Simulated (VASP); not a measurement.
Set up this calculation in VASP 6.6.1, as the native input.

- Task: single point
- Functional: PBE
- Potentials or basis: VASP PAW PBE potentials, release 64 (Ta_pv, Ni, O)
- Cutoff: 520 eV
- k mesh: 5 × 5 × 5
- Occupations: fermi-dirac, width 0.05 eV
- Spin: collinear spin, ferromagnetic start
- Starting moments: [0.0, 0.0, 0.0, 0.0, 1.0, 0.0, 0.0, 0.0, 0.0, 0.0, 0.0, 0.0, 0.0, 0.0, 0.0, 0.0] μB
- Further INCAR settings: ALGO = Normal; EDIFF = 1e-07; NBANDS = 78

The structure of Ta4NiO11 lies in POSCAR:

```
Ta4NiO11
1.0
    0.0000000000      4.8671500000      4.8671500000
    4.8671500000      0.0000000000      4.8671500000
    4.8671500000      4.8671500000      0.0000000000
Ta Ni O
4 1 11
Direct
    0.6300700000      0.1098000000      0.6300700000
    0.6300700000      0.6300700000      0.6300700000
    0.1098000000      0.6300700000      0.6300700000
    0.6300700000      0.6300700000      0.1098000000
    0.0000000000      0.0000000000      0.0000000000
    0.2500000000      0.2500000000      0.2500000000
    0.8434600000      0.4696200000      0.8434600000
    0.8434600000      0.8434600000      0.8434600000
    0.4696200000      0.8434600000      0.8434600000
    0.8434600000      0.8434600000      0.4696200000
    0.3002300000      0.6997700000      0.6997700000
    0.6997700000      0.3002300000      0.3002300000
    0.6997700000      0.6997700000      0.3002300000
    0.3002300000      0.3002300000      0.6997700000
    0.3002300000      0.6997700000      0.3002300000
    0.6997700000      0.3002300000      0.6997700000
```

The cell was built by a generator and needn't be a form met in nature.

These files were run (other wordings do the same):

INCAR

```
SYSTEM = Ta4NiO11
  PREC = Accurate
  ENCUT = 520
  EDIFF = 1E-7
  ISMEAR = -1
  SIGMA = 0.05
  LREAL = .FALSE.
  LASPH = .TRUE.
  NELM = 150
  ALGO = Normal
  ISIF = 2
  LWAVE = .FALSE.
  LCHARG = .FALSE.
  ISPIN = 2
  MAGMOM = 0 0 0 0 1 0 0 0 0 0 0 0 0 0 0 0
  LORBIT = 11
  LMAXMIX = 4
  GGA = PE
  NBANDS = 78
  KPAR = 4
```

KPOINTS

```
Automatic mesh
0
G
  5 5 5
  0 0 0
```

Potentials or basis: VASP PAW PBE potentials, release 64 (Ta_pv, Ni, O).

Launch:

```console
$ cat potpaw_PBE.64/Ta_pv/POTCAR potpaw_PBE.64/Ni/POTCAR potpaw_PBE.64/O/POTCAR > POTCAR
$ mpirun -np 4 vasp_std > vasp.out
```

Results of the run:

- Pressure: 0.2 GPa
- Largest force: 0.047 eV/Å
- Band gap on the k mesh: none (metal or under the smearing width)
- Net moment: 1.04 μB per cell
- Site moments: Ta -0.01; Ni +1.05; O -0.01, +0.00 μB
- Valence electrons inside the program's atomic spheres: Ta 8.83; Ni 8.61; O 4.70, 5.06, 5.09

Caveat: a cell with one magnetic atom can't hold antiferromagnetic order, which such compounds often take; semilocal functionals often make such compounds metallic where correlation or magnetic order opens a gap, which also shifts bond lengths.

It took 12 min on 4 MPI ranks on Intel(R) Xeon(R) Platinum 8375C CPU @ 2.90GHz (Ice Lake) (shared host), peak memory 0.86 GiB a rank.
